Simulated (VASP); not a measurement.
Given:

```
CELL_PARAMETERS angstrom
      5.43013     0.00000     0.00000
      0.00000     5.43013     0.00000
      0.00000     0.00000     5.51656
ATOMIC_POSITIONS crystal
  Zn 0.00000 0.00000 0.00000
  Zn 0.50000 0.50000 0.00000
  Se 0.25000 0.25000 0.27759
  Se 0.75000 0.75000 0.27759
  Se 0.75000 0.25000 0.72241
  Se 0.25000 0.75000 0.72241
  Be 0.50000 0.00000 0.50000
  Be 0.00000 0.50000 0.50000
```

Level of theory: PBE GGA, VASP's PBE PAW potentials (set 64) (plane waves; VASP 6.6.1). Run with 400 eV cut-off, 4×4×4 Γ-centred mesh, Gaussian smearing of 0.050 eV, potentials Zn Se Be.

Question: Predict the energy per atom (σ→0), band gap (on the k-mesh) with the smallest direct gap where there is one.

Answer: 
| Property | Result |
|---|---|
| band gap (on the k-mesh) | 2.26 eV |
| smallest direct gap (on the k-mesh) | 2.26 eV |
| energy per atom (σ→0) | -3.692 eV/atom |

The structure was generated: Be2Zn2Se4 was put into an ordered model structure (P-4m2), which need not be its known phase. It was relaxed first.
